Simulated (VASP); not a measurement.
Data:

```
CELL_PARAMETERS angstrom
      3.61982     0.00000     0.00000
     -1.80991     3.13485     0.00000
      0.00000     0.00000     5.88987
ATOMIC_POSITIONS crystal
  Pr 0.33333 0.66667 0.00000
  Pm 0.66667 0.33333 0.50000
```

The numbers are results of PBEsol GGA, VASP's PBE PAW potentials (set 64) (plane waves; VASP 6.6.1), not measurements. Run with 400 eV cut-off, Gaussian smearing of 0.050 eV, potentials Pr_3 Pm_3.

The 4f electrons are frozen in the core of the lanthanide potential, so 4f levels, which can set the real gap, and their magnetism are missing.

### Question
What does the run give for the band gap (along the path) with the smallest direct gap where there is one?

### Answer

```
Property                                                      Value
-------------------------  ----------------------------------------
band gap (along the path)  none (metal, semimetal or under 0.01 eV)
```

Total energies compare only between runs with the same potentials, cut-off and functional.

The structure comes from a computed database's PmPr entry (P-6m2); how it stands against other phases isn't given here. It was relaxed first, which changed the volume by -7 %.
